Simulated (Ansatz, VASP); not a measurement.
# Cross-check of AlRu between VASP and Ansatz

Wanted: the spread between two codes on one cell, functional and k mesh. The cell is taken from a series of runs on this material, whose earlier steps may have relaxed, scaled, displaced or heated it; both programs get it as it stands.

Calculated with Ansatz 0.2.0; plane waves, with VASP 6.6.1 beside it; single point at LDA.

## (1) The starting structure

The structure is cubic, space group Pm-3m (No. 221). The conventional cell has a = 3.012 Å, b = 3.012 Å, c = 3.012 Å, α = 90.00°, β = 90.00°, γ = 90.00°. Nearest to Al lie 8 Ru at 2.61 Å. Ru has 8 Al at 2.61 Å nearest. Farther neighbours are not listed.

Structure file:

```cif
data_structure
_symmetry_space_group_name_H-M 'Pm-3m'
_symmetry_Int_Tables_number 221
_cell_length_a 3.0116
_cell_length_b 3.0116
_cell_length_c 3.0116
_cell_angle_alpha 90.000
_cell_angle_beta 90.000
_cell_angle_gamma 90.000
_cell_volume 27.31
loop_
_atom_site_label
_atom_site_type_symbol
_atom_site_symmetry_multiplicity
_atom_site_Wyckoff_symbol
_atom_site_fract_x
_atom_site_fract_y
_atom_site_fract_z
_atom_site_occupancy
Al1 Al 1 a 0.00000 0.00000 0.00000 1
Ru1 Ru 1 b 0.50000 0.50000 0.50000 1
```

## (2) VASP: single point, LDA

A single point gives forces, pressure and levels at one fixed geometry, so differences don't come from the geometry; what else differs is listed under the comparison.

Lines of VASP's logs that name or quote its potential files are left out, and so is its time.

The input, INCAR:

```
SYSTEM = AlRu
PREC = Accurate
ENCUT = 500
EDIFF = 1E-06
NELM = 120
ISMEAR = 1
SIGMA = 0.2
LREAL = .FALSE.
ALGO = Normal
GGA = PW92
NBANDS = 14
LASPH = .TRUE.
LORBIT = 11
LWAVE = .FALSE.
LCHARG = .FALSE.
ISIF = 2
GGA_COMPAT = .FALSE.
```

The input, POSCAR:

```
AlRu
1.0
    3.0115675471      0.0000000000      0.0000000000
    0.0000000000      3.0115675471      0.0000000000
    0.0000000000      0.0000000000      3.0115675471
Al Ru
1 1
Direct
    0.0000000000      0.0000000000      0.0000000000
    0.5000000000      0.5000000000      0.5000000000
```

The input, KPOINTS:

```
Automatic mesh
0
Gamma
16 16 16
0 0 0
```

Potentials, in the order of the species: Al and Ru_pv (LDA family, release 64).

Run with:

```bash
$ mpirun -np 1 vasp_std
```

Numbers of over 12 decimals in the logs are rounded to 6 here.

The log of the run:

```text
[banner, memory and clock lines left out]
running    1 mpi-ranks, on    1 nodes
 distrk:  each k-point on    1 cores,    1 groups
 distr:  one band on    1 cores,    1 groups

 POSCAR found type information on POSCAR AlRu
 POSCAR found :  2 types and       2 ions
|                                                                             |
|               ----> ADVICE to this user running VASP <----                  |
|                                                                             |
|     You enforced a specific xc type in the INCAR file but a different       |
|     [... a line on the potential file left out ...]
|     I HOPE YOU KNOW WHAT YOU ARE DOING!                                     |
|                                                                             |

 LDA part: xc-table for (Slater(with rela. corr.)+PW92), standard interpolation
 POSCAR, INCAR and KPOINTS ok, starting setup
 FFT: planning ... GRIDC
 FFT: planning ... GRID_SOFT
 FFT: planning ... GRID
 WAVECAR not read
 entering main loop
       N       E                     dE             d eps       ncg     rms          rms(c)
DAV:   1     0.110320479707E+03    0.11032E+03   -0.92688E+03  4772   0.109E+03
DAV:   2    -0.149408218163E+02   -0.12526E+03   -0.11939E+03  5106   0.312E+02
DAV:   3    -0.167781986278E+02   -0.18374E+01   -0.18198E+01  5610   0.399E+01
DAV:   4    -0.167930843233E+02   -0.14886E-01   -0.14882E-01  5994   0.361E+00
DAV:   5    -0.167933198950E+02   -0.23557E-03   -0.23556E-03  5926   0.377E-01    0.117E+01
DAV:   6    -0.162233703233E+02    0.56995E+00   -0.26303E+00  4758   0.184E+01    0.233E+00
DAV:   7    -0.161375812398E+02    0.85789E-01   -0.24031E-01  4722   0.578E+00    0.201E+00
DAV:   8    -0.161166709529E+02    0.20910E-01   -0.24271E-02  5676   0.125E+00    0.195E-01
DAV:   9    -0.161164604705E+02    0.21048E-03   -0.83200E-04  5890   0.183E-01    0.125E-01
DAV:  10    -0.161164360466E+02    0.24424E-04   -0.47230E-05  5554   0.804E-02    0.112E-02
DAV:  11    -0.161164351066E+02    0.93993E-06   -0.35178E-06  5976   0.217E-02
   1 F= -.16116435E+02 E0= -.16115909E+02  d E =-.157741E-02
```

From OUTCAR (step 2):

```text
ion  position               nearest neighbor table
   1  0.000  0.000  0.000-   2 2.61   2 2.61   2 2.61   2 2.61   2 2.61   2 2.61   2 2.61   2 2.61

  LATTYP: Found a simple cubic cell.
 ALAT       =     3.0115675471

 Subroutine GETGRP returns: Found 48 space group operations
 (whereof 48 operations were pure point group operations)

The static configuration has the point symmetry O_h .

 Found    165 irreducible k-points:

   k-points           NKPTS =    165   k-points in BZ     NKDIM =    165   number of bands    NBANDS=     14

   dimension x,y,z NGX =    24 NGY =   24 NGZ =   24
   dimension x,y,z NGXF=    48 NGYF=   48 NGZF=   48

   ENCUT  =  500.0 eV  36.75 Ry    6.06 a.u.   5.49  5.49  5.49*2*pi/ulx,y,z

   NELECT =      17.0000    total number of electrons

 k-points in reciprocal lattice and weights: Automatic mesh
   0.00000000  0.00000000  0.00000000       0.000
   0.06250000  0.00000000  0.00000000       0.001
   0.12500000  0.00000000  0.00000000       0.001
   0.18750000  0.00000000  0.00000000       0.001
   0.25000000  0.00000000  0.00000000       0.001
   0.31250000  0.00000000  0.00000000       0.001
   0.37500000  0.00000000  0.00000000       0.001
   0.43750000  0.00000000  0.00000000       0.001
   0.50000000  0.00000000  0.00000000       0.001
[...]
0.50000000  0.50000000  0.43750000       0.001
   0.50000000  0.50000000  0.50000000       0.000

 average (electrostatic) potential at core
       1 -67.1867       2 -68.7296

 E-fermi :  10.2474

 k-point     1 :       0.0000    0.0000    0.0000
  band No.  band energies     occupation
    ...
      2     -31.3292      2.00000
      3     -31.3292      2.00000
      4       0.6945      2.00000
      5       6.7482      2.00000
      6       6.7482      2.00000
      7      10.4141      0.00395
      8      10.4141      0.00395
      9      10.4141      0.00394
     10      16.1652      0.00000
     11      16.1652      0.00000
    ...

 k-point     2 :       0.0625    0.0000    0.0000
  band No.  band energies     occupation
    ...
      2     -31.3285      2.00000
      3     -31.3285      2.00000
      4       0.7684      2.00000
      5       6.7737      2.00000
      6       6.7743      2.00000
      7      10.3206      0.42416
      8      10.3206      0.42415
      9      10.4231     -0.01495
     10      15.7921      0.00000
     11      16.3152      0.00000
    ...

 k-point     3 :       0.1250    0.0000    0.0000
  band No.  band energies     occupation
    ...
      4       0.9876      2.00000
      5       6.8364      2.00000
      6       6.8477      2.00000
      7      10.0742      2.01029
      8      10.0742      2.01029
      9      10.4491     -0.05189
     10      14.9476      0.00000
     11      16.7316      0.00000
     12      16.7316      0.00000
     13      20.5515      0.00000
    ...

  Total       -1.9702498     -1.9702498     -1.9702498      0.0000000      0.0000000     -0.0000000
  in kB     -115.5723757   -115.5723757   -115.5723757      0.0000000      0.0000000     -0.0000000
  external PRESSURE =    -115.5723757 kB  Pullay stress =       0.0000000 kB

  energy-cutoff  :      500.00
  volume of cell :       27.31
      direct lattice vectors                 reciprocal lattice vectors
     3.011567547  0.000000000  0.000000000     0.332052987  0.000000000  0.000000000
     0.000000000  3.011567547  0.000000000     0.000000000  0.332052987  0.000000000
     0.000000000  0.000000000  3.011567547     0.000000000  0.000000000  0.332052987

 POSITION                                       TOTAL-FORCE (eV/Angst)
 -----------------------------------------------------------------------------------
      0.00000      0.00000      0.00000         0.000000      0.000000      0.000000
      1.50578      1.50578      1.50578         0.000000      0.000000      0.000000
 -----------------------------------------------------------------------------------
    total drift:                                0.000000     -0.000000     -0.000000

  FREE ENERGIE OF THE ION-ELECTRON SYSTEM (eV)
  ---------------------------------------------------
  free  energy   TOTEN  =       -16.1164351066 eV

  energy  without entropy=      -16.1148576986  energy(sigma->0) =      -16.11590930

 total charge
# of ion       s       p       d       tot
------------------------------------------
    1        0.394   0.415   0.000   0.809
    2        0.333   6.234   6.197  12.764
--------------------------------------------------
tot          0.727   6.649   6.197  13.573

[... 3 further parts left out ...]
```

The run ends at a pressure of -11.56 GPa.

## (3) Ansatz: single point, LDA

Ansatz runs on its PAW soft_1 files.

The same cell, functional (in two slightly different forms), mesh and smearing now go to Ansatz, which takes its cutoff from its data sets.

The input, input.yaml:

```yaml
crystal:
  lattice:
    - [3.0115675471, 0.0, 0.0]
    - [0.0, 3.0115675471, 0.0]
    - [0.0, 0.0, 3.0115675471]
  atoms:
    - { symbol: Al, position: [0.0, 0.0, 0.0] }
    - { symbol: Ru, position: [0.5, 0.5, 0.5] }
kpoints:
  mp_grid: { grid: [16, 16, 16] }
hamiltonian:
  xc: lda
  pseudopotentials: { kind: paw, azcp: { folder: soft_1 }, xc_functional: pbe }
scf:
  occupations: { method: methfessel_paxton, width: 0.2 }
output:
  forces: true
  stress: true
  eigenvalues: true
```

Run with:

```bash
$ ansatz run input.yaml --threads 4 --pin off --max-ram 10240MiB --backend cpu --events-out ev --progress --plain --runs-dir out
```

The log of the run:

```text
Engine: ansatz 0.2.0, aarch64-unknown-linux-gnu
Pseudopotentials: kind: paw
Pseudopotential: Al, paw, valence charge 3, recommended cutoff 420 eV (normal), soft_1/Al.paw.azcp
Pseudopotential: Ru, paw, valence charge 16, recommended cutoff 420 eV (normal), soft_1/Ru.paw.azcp
Functional definition: SPW92
  exchange = slater_x
  correlation = pw_c
Crystal: 2 atoms, lattice volume = 27.314 Å³
Basis set: ecut = 420 eV, 515 PW (Γ)
Bands: 14, of which v1, the nominal top of the filled ones, is band 10 counted from 1 (9 counted from 0)
Symmetry: 48 space group operations
Space group: Pm-3m (ITA 221), of the structure as read, at distance tolerance 3.0e-5 Å
k-points: 165 of 4096
Non-local potential: Al, projectors of the file, l = 0: 2, l = 1: 2, l = 2: 1
Non-local potential: Ru, projectors of the file, l = 0: 3, l = 1: 2, l = 2: 2, l = 3: 1
PAW form: soft (Blöchl's): semilocal exchange-correlation on the pseudo side does not see the compensation charge
PAW frozen core: Al, regenerated for the run's functional, and the local potential with it (the file was generated under x = pbe(κ = 0.804, μ = 0.219515), c = pbe(β = 0.066725))
PAW frozen core: Ru, regenerated for the run's functional, and the local potential with it (the file was generated under x = pbe(κ = 0.804, μ = 0.219515), c = pbe(β = 0.066725))
PAW one-centre angular grid: Al, 110 points (default); XC on 64 Gauss nodes
PAW one-centre angular grid: Ru, 590 points (default); XC on 64 Gauss nodes
Initial density: superposition of atomic densities (chi_scale 0.1, normalization cell, long waves kept (reshape's long-wave potential 0.00 eV rms))
Initial wavefunctions: pseudopotential atomic-orbital guess
Functional: x = slater, c = lda
SCF iter   1: F=—  HF=-6273.487891 eV  |F-HF|=—  |Δ(HF+E_count)|=         —  Δρ=1.15e-1  dr2=4.32e0  ethr=3.10e-3  ⟨swp⟩=4.6  Hψ=10969  notcnv=0
preconditioner: auto → none  [metal: Δε(μ)=0.015 eV  Ē_g=8.572 eV  σ=0.200 eV  W_gap=0.06  n_scr=6 (ndim 8)  ℏωp=23.6 eV  f_vac=0.000  D(μ)=1.47/eV (n_scr^D=18)  sad-step TF]
SCF iter   2: F=—  HF=-6272.802739 eV  |F-HF|=—  |Δ(HF+E_count)|=   6.85e-1  S|Δr|=    0.00e0  Δρ=6.77e-2  dr2=1.58e0  ethr=3.10e-3  ⟨swp⟩=2.9  Hψ=5222  notcnv=0  defer=16
SCF iter   3: F=—  HF=-6272.438454 eV  |F-HF|=—  |Δ(HF+E_count)|=   3.64e-1  S|Δr|=    0.00e0  Δρ=3.92e-3  dr2=4.44e-3  ethr=3.10e-3  ⟨swp⟩=2.1  Hψ=3801  notcnv=0  defer=16
SCF iter   4: F=—  HF=-6272.437845 eV  |F-HF|=—  |Δ(HF+E_count)|=   6.09e-4  S|Δr|=    0.00e0  Δρ=5.20e-4  dr2=1.63e-5  ethr=2.33e-5  ⟨swp⟩=1.2  Hψ=3676  notcnv=0  defer=16
SCF iter   5: F=—  HF=-6272.437858 eV  |F-HF|=—  |Δ(HF+E_count)|=   1.33e-5  S|Δr|=    0.00e0  Δρ=8.88e-5  dr2=1.22e-6  ethr=8.56e-8  ⟨swp⟩=2.2  Hψ=3760  notcnv=0  defer=16
SCF iter   6: F=-6272.437858 eV  HF=-6272.437858 eV  |F-HF|=3.72e-8  |Δ(HF+E_count)|=   3.95e-7  S|Δr|=    0.00e0  Δρ=1.17e-5  dr2=4.11e-8  ethr=5.26e-10  ⟨swp⟩=5.6  Hψ=10860  notcnv=0
SCF 1 converged in 6 iterations: F = -6272.437858 eV  dr2 = 4.11e-8
  greatest PAW one-centre occupation: 1.000 electrons in one spin orbital (limit 2), on the Ru atom at site 1 (counted from 0), in its partial waves of l = 0
SCF converged after 6 iterations
Stability not checked: this state was not tested for a lower state beside it, because cold or Methfessel-Paxton smearing, or corrected tetrahedra, fill the levels in a way that the test cannot read (fill_not_monotonic; see scf.lower_state_search)
Free energy (F): -6272.437858 eV
Harris-Foulkes:  -6272.437858 eV  (|F-HF|=3.72e-8)
Internal energy: -6272.436315 eV  (E = F + TS)
E sigma→0 (E₀):  -6272.437472 eV
Entropy (-TS):   -0.001543 eV (-0.771 meV/atom)
Fermi energy:    15.350856 eV
--- Per-component energies (eV) ---
  E_band       = -133.062072
  E_kinetic    = 487.015938
  E_local      = -1836.484391  (includes V_loc(G=0)·N_el)
  E_nonlocal   = 431.441927
  E_hartree    = 663.060055
  E_xc         = -207.756380
  E_vxc        = -245.711527  (∫ρ·V_xc dr)
  E_paw        = -3828.743902  (= ΣΔE_a)
  E_vpaw       = -295.454975  (= ΣTr[D̂ρ^β])
  E_aug_tail   = 0.000565  (compensation charges beyond the density's cutoff)
  E_ewald      = -1981.597528
  E_core_change = 0.627401  (= ΣΔE_core)
  E_smearing   = -0.001543  (= −TS)
  E_closure    = 0.000000  (closes the sum)
  Σ components = -6272.437858   (vs F -6272.437858, Δ=0.00e0)
--- Forces (eV/Å), atoms counted from 1 ---
  atom   1  Al    -0.00000000    -0.00000000     0.00000000
  atom   2  Ru     0.00000000     0.00000000     0.00000000
  max |Σ_I F_I| component: 4.64e-29 eV/Å
--- Stress (GPa, compression-positive) ---
      -11.890491      -0.000000      -0.000000
        0.000000     -11.890491       0.000000
        0.000000       0.000000     -11.890491
  P = ⅓ Tr σ = -11.8905 GPa (-118.905 kbar)
--- Band table (eV; the first three rows and the last of 165) ---
  k-point 0: bands = [... 6 lower, 11.8562, 15.5192, 15.5192, 15.5192, 21.2664, 21.2664, 21.2664, 26.2123]
  k-point 1: bands = [... 6 lower, 11.8821, 15.4259, 15.4259, 15.5283, 20.8931, 21.4159, 21.4159, 26.0494]
  k-point 2: bands = [... 6 lower, 11.9557, 15.1800, 15.1800, 15.5543, 20.0478, 21.8304, 21.8304, 25.6095]
  k-point 164: bands = [... 6 lower, 10.8372, 16.8893, 16.8893, 17.7004, 19.4027, 19.4027, 19.4027, 23.7251]
```

Reading the cycles: dr2 is the Hartree energy of the density residual (eV), the measure of convergence; HF is the Harris–Foulkes estimate of the energy, which meets the free energy F at convergence.

The run ends at a pressure of -11.89 GPa.

## (4) Side by side

Known differences besides the potentials themselves: the data sets hold 19 valence electrons in Ansatz (on its PAW soft_1 files) and 17 in VASP; the cutoff is 420 eV in Ansatz and 500 eV in VASP; VASP's log shows a relativistic correction to its local exchange, Ansatz's none. Total energies have different zeros and are not compared.

Both answers:

| quantity | Ansatz | VASP | difference |
| --- | --- | --- | --- |
| pressure (GPa) | -11.89 | -11.56 | -0.33 |

## (5) Outcome

| Quantity | Value |
| --- | --- |
| difference in pressure (single point, LDA) | -0.33 GPa |

In words: The difference in pressure is -0.33 GPa (single point, LDA), within the 1 GPa picked in this series as the mark of a large difference. The data sets hold unlike numbers of valence electrons (19 in Ansatz and 17 in VASP), so part of the differences comes from the potentials. How closely two codes agree says nothing of how well the functional describes the real material.

[Lines on the potential files, build, host, timing and source positions are cut from VASP's logs without a mark.]

[Logs are printed without paths, hosts, clocks, repeated set-up lines and the standing remarks that a program may print on its own settings, such as how far it seeks lower states.]

[Hosts, paths, dates, database ids (printed as entryN), source tags and the programs' standing remarks are cut or masked in the printed files.]
